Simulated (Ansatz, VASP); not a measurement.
# Cross-check of Li2TiAl12Si12O45 between VASP and Ansatz

One calculation is typed for both programs; each brings its own data sets. How far apart do they land? The structure shown is frame 159 of Ansatz's trajectory.

Program: Ansatz 0.2.0. Level of theory: plane waves, with VASP 6.6.1 beside it; single point at LDA. Results are calculated unless marked as measured.

## 1. The structure

The cell holds 72 atoms: 12 Si, 12 Al, 2 Li, 1 Ti and 45 O. Cell: a = 9.574 Å, b = 9.574 Å, c = 9.574 Å, α = 90.0°, β = 90.0°, γ = 90.0°. As first built, before any earlier steps moved the atoms (in the runner's words): 72 atoms (12 Si, 12 Al, 2 Li, 1 Ti, 45 O) placed at random at 2.57 g/cm^3, melted at 4000 K for 10 ps at fixed volume with the Morse and Coulomb pair potential with partial charges (Pedone, Malavasi, Menziani, Cormack and Segre, J. Phys. Chem. B 110, 11780 (2006)). Quenched from 4000 K to 300 K at 20 K/ps and fixed volume, held 10 ps at zero pressure.

## 2. Ansatz: dynamics, LDA

Ansatz runs on its default PAW (the set named soft_2) files.

One frame of this run of dynamics is then solved in both programs, so the motion causes no difference.

input.yaml reads:

```yaml
crystal:
  lattice:
    - [9.57354, 0.0, 0.0]
    - [0.0, 9.57354, 0.0]
    - [0.0, 0.0, 9.57354]
  atoms:
    - { symbol: Si, position: [0.57274, 0.86482, 0.43417] }
    - { symbol: Si, position: [0.43588, 0.90275, 0.82302] }
    - { symbol: Si, position: [0.6929, 0.99528, 0.16567] }
    - { symbol: Si, position: [0.55913, 0.61553, 0.92008] }
    - { symbol: Si, position: [0.92804, 0.5726, 0.53034] }
    - { symbol: Si, position: [0.61256, 0.57974, 0.59946] }
    - { symbol: Si, position: [0.35962, 0.42546, 0.09791] }
    - { symbol: Si, position: [0.23685, 0.20323, 0.70262] }
    - { symbol: Si, position: [0.14852, 0.61879, 0.01284] }
    - { symbol: Si, position: [0.92192, 0.22888, 0.17959] }
    - { symbol: Si, position: [0.38163, 0.10088, 0.07297] }
    - { symbol: Si, position: [0.80789, 0.33984, 0.70476] }
    - { symbol: Al, position: [0.99697, 0.75244, 0.78351] }
    - { symbol: Al, position: [0.89809, 0.80306, 0.05204] }
    - { symbol: Al, position: [0.23084, 0.80691, 0.57108] }
    - { symbol: Al, position: [0.98213, 0.05609, 0.61922] }
    - { symbol: Al, position: [0.75221, 0.93592, 0.82978] }
    - { symbol: Al, position: [0.353, 0.47407, 0.43159] }
    - { symbol: Al, position: [0.08138, 0.30407, 0.46644] }
    - { symbol: Al, position: [0.84222, 0.49319, 0.00992] }
    - { symbol: Al, position: [0.55859, 0.11878, 0.65536] }
    - { symbol: Al, position: [0.02456, 0.05084, 0.91532] }
    - { symbol: Al, position: [0.95327, 0.85734, 0.39071] }
    - { symbol: Al, position: [0.19436, 0.54406, 0.69248] }
    - { symbol: Li, position: [0.22754, 0.1445, 0.35011] }
    - { symbol: Li, position: [0.75023, 0.1434, 0.43625] }
    - { symbol: Ti, position: [0.26355, 0.84443, 0.2603] }
    - { symbol: O, position: [0.58015, 0.57247, 0.75773] }
    - { symbol: O, position: [0.58087, 0.01188, 0.50896] }
    - { symbol: O, position: [0.78237, 0.13106, 0.22065] }
    - { symbol: O, position: [0.93852, 0.27753, 0.62118] }
    - { symbol: O, position: [0.02113, 0.8748, 0.94066] }
    - { symbol: O, position: [0.2595, 0.62524, 0.54883] }
    - { symbol: O, position: [0.89563, 0.71084, 0.46416] }
    - { symbol: O, position: [0.26439, 0.32674, 0.44559] }
    - { symbol: O, position: [0.60616, 0.73737, 0.53588] }
    - { symbol: O, position: [0.98439, 0.15744, 0.04513] }
    - { symbol: O, position: [0.86555, 0.38086, 0.1485] }
    - { symbol: O, position: [0.02278, 0.47928, 0.4482] }
    - { symbol: O, position: [0.77221, 0.49494, 0.59109] }
    - { symbol: O, position: [0.08021, 0.86701, 0.66441] }
    - { symbol: O, position: [0.36356, 0.25821, 0.07606] }
    - { symbol: O, position: [0.41675, 0.83244, 0.37001] }
    - { symbol: O, position: [0.58895, 0.97353, 0.78204] }
    - { symbol: O, position: [0.8897, 0.00311, 0.49042] }
    - { symbol: O, position: [0.68177, 0.24582, 0.67784] }
    - { symbol: O, position: [0.50514, 0.48978, 0.51767] }
    - { symbol: O, position: [0.83511, 0.40522, 0.84929] }
    - { symbol: O, position: [0.70151, 0.61497, 0.00956] }
    - { symbol: O, position: [0.14465, 0.13746, 0.56183] }
    - { symbol: O, position: [0.53868, 0.05561, 0.12826] }
    - { symbol: O, position: [0.37602, 0.49086, 0.24604] }
    - { symbol: O, position: [0.22082, 0.37438, 0.71086] }
    - { symbol: O, position: [0.48175, 0.76991, 0.91489] }
    - { symbol: O, position: [0.21711, 0.72551, 0.11989] }
    - { symbol: O, position: [0.00513, 0.59283, 0.67815] }
    - { symbol: O, position: [0.362, 0.86207, 0.68374] }
    - { symbol: O, position: [0.82161, 0.78105, 0.78223] }
    - { symbol: O, position: [0.27815, 0.02034, 0.18693] }
    - { symbol: O, position: [0.02719, 0.22544, 0.30986] }
    - { symbol: O, position: [0.19842, 0.46616, 0.03967] }
    - { symbol: O, position: [0.17924, 0.65304, 0.85536] }
    - { symbol: O, position: [0.97394, 0.62643, 0.01426] }
    - { symbol: O, position: [0.93998, 0.84505, 0.2122] }
    - { symbol: O, position: [0.46555, 0.49096, 0.98822] }
    - { symbol: O, position: [0.14352, 0.855, 0.40756] }
    - { symbol: O, position: [0.14908, 0.13802, 0.82013] }
    - { symbol: O, position: [0.38987, 0.16211, 0.68007] }
    - { symbol: O, position: [0.88572, 0.04953, 0.78596] }
    - { symbol: O, position: [0.67374, 0.88664, 0.29716] }
    - { symbol: O, position: [0.7639, 0.9276, 0.02414] }
    - { symbol: O, position: [0.37553, 0.01408, 0.93222] }
kpoints:
  mp_grid: { grid: [1, 1, 1] }
hamiltonian:
  xc: lda
scf:
  occupations: { method: gaussian, width: 0.025 }
output:
  forces: true
  stress: true
md:
  timestep: 1.0
  n_steps: 478
  ensemble: nvt_langevin
  temperature: 600
  initial_velocities: maxwell_boltzmann
  seed: 5037
```

Run with:

```console
> ansatz run input.yaml --threads 4 --pin off --max-ram 8192MiB --backend cpu --events-out ev --progress --plain --runs-dir out
```

Numbers of over 12 decimals in the logs are rounded to 6 here.

Log:

```text
Warning: md: disabling space-group detection — thermal motion breaks the input geometry's symmetry, so no spatial operation reduces the k-mesh or symmetrises the density; time reversal is kept, so that k and −k are solved as one point where they differ and the mesh holds both, and exact exchange and, on two spinor components, a DFT+U term hold to it where the run has them: on two components no moment then forms, and  [...]
Warning: output.stress: scf.convergence.dr2_threshold = 7.2e-8 eV (the default of an md: trajectory) is looser than the 7.2e-9 eV advised for a printed stress (1e-10 eV for each atom of the cell: 72). What an SCF threshold leaves in a stress goes as its square root, and in the free energy as the threshold itself, and one threshold admits the most on a small cell: [figures from the program's tests cut] Set scf.converg [...]
Engine: ansatz 0.2.0, aarch64-unknown-linux-gnu
Pseudopotentials: kind: paw
Pseudopotential: Si, paw, valence charge 4, recommended cutoff 420 eV (normal), Si.paw.azcp
Pseudopotential: Al, paw, valence charge 3, recommended cutoff 420 eV (normal), Al.paw.azcp
Pseudopotential: Li, paw, valence charge 3, recommended cutoff 420 eV (normal), Li.paw.azcp
Pseudopotential: Ti, paw, valence charge 12, recommended cutoff 420 eV (normal), Ti.paw.azcp
Pseudopotential: O, paw, valence charge 6, recommended cutoff 420 eV (normal), O.paw.azcp
Functional definition: SPW92
  exchange = slater_x
  correlation = pw_c
Crystal: 72 atoms, lattice volume = 877.440 Å³
Basis set: ecut = 420 eV, 17071 PW (Γ)
Bands: 258, of which v1, the nominal top of the filled ones, is band 186 counted from 1 (185 counted from 0)
Symmetry: 1 space group operations
k-points: 1
Non-local potential: Si, projectors of the file, l = 0: 2, l = 1: 2, l = 2: 2
Non-local potential: Al, projectors of the file, l = 0: 2, l = 1: 2, l = 2: 1
Non-local potential: Li, projectors of the file, l = 0: 3, l = 1: 2, l = 2: 1
Non-local potential: Ti, projectors of the file, l = 0: 3, l = 1: 2, l = 2: 3, l = 3: 1
Non-local potential: O, projectors of the file, l = 0: 2, l = 1: 2, l = 2: 1
PAW form: soft (Blöchl's): semilocal exchange-correlation on the pseudo side does not see the compensation charge
PAW frozen core: Si, regenerated for the run's functional, and the local potential with it (the file was generated under x = pbe(κ = 0.804, μ = 0.219515), c = pbe(β = 0.066725))
PAW frozen core: Al, regenerated for the run's functional, and the local potential with it (the file was generated under x = pbe(κ = 0.804, μ = 0.219515), c = pbe(β = 0.066725))
PAW frozen core: Ti, regenerated for the run's functional, and the local potential with it (the file was generated under x = pbe(κ = 0.804, μ = 0.219515), c = pbe(β = 0.066725))
PAW frozen core: O, regenerated for the run's functional, and the local potential with it (the file was generated under x = pbe(κ = 0.804, μ = 0.219515), c = pbe(β = 0.066725))
PAW one-centre angular grid: Si, 110 points (default); XC on 64 Gauss nodes
PAW one-centre angular grid: Al, 110 points (default); XC on 64 Gauss nodes
PAW one-centre angular grid: Li, 110 points (default); XC on 64 Gauss nodes
PAW one-centre angular grid: Ti, 590 points (default); XC on 64 Gauss nodes
PAW one-centre angular grid: O, 110 points (default); XC on 64 Gauss nodes
Initial density: superposition of atomic densities (neutral atoms: chi_scale 0, normalization atom), corrected by the library's trained network
Initial wavefunctions: pseudopotential atomic-orbital guess
Functional: x = slater, c = lda
SCF iter   1: F=—  HF=-41385.093284 eV  |F-HF|=—  |Δ(HF+E_count)|=         —  Δρ=1.40e-2  dr2=1.59e0  ethr=1.77e-3  ⟨swp⟩=7.0  Hψ=1238  notcnv=0  defer=34
preconditioner: auto → Resta (q_TF=auto, 2.365 Å⁻¹)  ε∞=3.4  [insulator: Δε(μ)=2.443 eV  Ē_g=15.350 eV  σ=0.025 eV  W_gap=1.00  n_scr=178 (ndim 8)  ℏωp=23.8 eV  f_vac=0.127  D(μ)=0.00/eV (n_scr^D=0)  ε∞_Penn≈3.4]
[...]
md step   471: t =   471.00 fs  T =   545.2 K  F+E_penalty+E_count = -41383.14659112 eV  E_kin = 5.073895 eV  P_inst = 0.7374 GPa  (7 SCF iters)
[... from here on, the SCF cycles and remarks between the steps are left out ...]
md step   472: t =   472.00 fs  T =   543.9 K  F+E_penalty+E_count = -41383.16132412 eV  E_kin = 5.061660 eV  P_inst = 0.7728 GPa  (7 SCF iters)
md step   473: t =   473.00 fs  T =   551.3 K  F+E_penalty+E_count = -41383.22872926 eV  E_kin = 5.131185 eV  P_inst = 0.7747 GPa  (7 SCF iters)
md step   474: t =   474.00 fs  T =   560.7 K  F+E_penalty+E_count = -41383.34550025 eV  E_kin = 5.218108 eV  P_inst = 0.7409 GPa  (7 SCF iters)
md step   475: t =   475.00 fs  T =   575.5 K  F+E_penalty+E_count = -41383.50492056 eV  E_kin = 5.355663 eV  P_inst = 0.6776 GPa  (7 SCF iters)
md step   476: t =   476.00 fs  T =   608.3 K  F+E_penalty+E_count = -41383.68221645 eV  E_kin = 5.661087 eV  P_inst = 0.6162 GPa  (7 SCF iters)
md step   477: t =   477.00 fs  T =   635.5 K  F+E_penalty+E_count = -41383.83765757 eV  E_kin = 5.914791 eV  P_inst = 0.5458 GPa  (7 SCF iters)
md step   478: t =   478.00 fs  T =   648.1 K  F+E_penalty+E_count = -41383.93503160 eV  E_kin = 6.032102 eV  P_inst = 0.4801 GPa  (9 SCF iters)
SCF converged after 9 iterations
Free energy (F): -41383.935032 eV
Harris-Foulkes:  -41383.935032 eV  (|F-HF|=5.94e-9)
Internal energy: -41383.935032 eV  (E = F + TS)
E sigma→0 (E₀):  -41383.935032 eV
Fermi energy:    4.694302 eV
--- Per-component energies (eV) ---
  E_band       = -1734.585552
  E_kinetic    = 9152.123188
  E_local      = -25247.460969  (includes V_loc(G=0)·N_el)
  E_nonlocal   = 2625.024168
  E_hartree    = 9513.488727
  E_xc         = -4545.403455
  E_vxc        = -5308.680555  (∫ρ·V_xc dr)
  E_paw        = -18855.113624  (= ΣΔE_a)
  E_vpaw       = -1982.685250  (= ΣTr[D̂ρ^β])
  E_aug_tail   = 0.116950  (compensation charges beyond the density's cutoff)
  E_ewald      = -14033.078001
  E_core_change = 6.367984  (= ΣΔE_core)
  E_smearing   = -0.000000  (= −TS)
  E_closure    = 0.000000  (closes the sum)
  Σ components = -41383.935032   (vs F -41383.935032, Δ=0.00e0)
--- Forces (eV/Å), atoms counted from 1 ---
  atom   1  Si     0.85495780    -1.41944984    -0.09981774
  atom   2  Si     0.85396996     1.30872284     1.05956270
  atom   3  Si     0.22726504     0.57175794    -1.94400906
  atom   4  Si     1.61943998     0.05573952    -0.55489300
  atom   5  Si    -0.42169478    -0.72986226     0.04282100
  atom   6  Si     1.02273521    -0.55066385    -2.40786254
  atom   7  Si    -0.55196742    -1.00383168    -0.81863290
  atom   8  Si     0.16063930    -2.18790648    -0.57808919
  atom   9  Si    -0.83226159     0.84610895    -3.48278564
  atom  10  Si     1.00838094     0.25806778     0.67154805
  atom  11  Si     2.07948587     2.97502021    -0.29016231
  atom  12  Si     0.00211195     0.23765788    -1.12655225
  atom  13  Al    -0.06994658    -0.60706285     1.37477924
  atom  14  Al     0.37263170    -1.20501390     0.03114393
  atom  15  Al    -0.40350819     0.36589171    -0.12040259
  atom  16  Al    -0.84026097    -0.47580151     0.07792378
  atom  17  Al     0.42255201     0.67696330    -0.39753889
  atom  18  Al     1.59040290     0.95424196    -0.05546021
  atom  19  Al     0.53285490    -1.27198393    -1.54515362
  atom  20  Al     0.87849086     2.01350390     2.96973871
  atom  21  Al    -1.85693382    -1.32398643    -1.72031367
  atom  22  Al    -1.05486084     1.45632889    -0.77671519
  atom  23  Al     0.35266617     2.40133988    -0.33327187
  atom  24  Al     0.52783355     0.46789112     1.85735426
[...]
atom  65  O     -1.52336317    -0.88736941     0.08039192
  atom  66  O      1.84624719    -0.47609262    -1.49697654
  atom  67  O      0.46451783    -0.94851577     0.57583523
  atom  68  O      1.80530307    -0.04898384    -0.44650172
  atom  69  O      1.29524485     1.24510556    -0.42684488
  atom  70  O     -0.00452786    -0.68392654    -0.25266003
  atom  71  O      0.74307923    -1.22948398     1.60126481
  atom  72  O     -0.48381673    -1.10052946    -1.72729785
  max |Σ_I F_I| component: 1.14e-4 eV/Å
--- Stress (GPa, compression-positive) ---
       -0.641334       1.682389       0.316706
        1.682389       0.494013      -2.622888
        0.316705      -2.622888      -0.615257
  P = ⅓ Tr σ = -0.2542 GPa (-2.542 kbar)
--- MD trajectory: 478 steps, t = 0.0 → 478.0 fs ---
  final state: T = 648.1 K   F+E_penalty+E_count = -41383.93503160 eV   E_kin = 6.032102 eV
```

In the SCF lines HF is the Harris–Foulkes energy and dr2 the Hartree energy of the density residual, in eV; the loop may stop once dr2 is under the threshold and the program's other checks hold. Hψ counts applications of the Hamiltonian.

(Continued in part 2 of 2.)

[Lines on the potential files, build, host, timing and source positions are cut from VASP's logs without a mark.]

[Logs are printed without paths, hosts, clocks, repeated set-up lines and the standing remarks that a program may print on its own settings, such as how far it seeks lower states.]

[Hosts, paths, dates, database ids (printed as entryN), source tags and the programs' standing remarks are cut or masked in the printed files.]
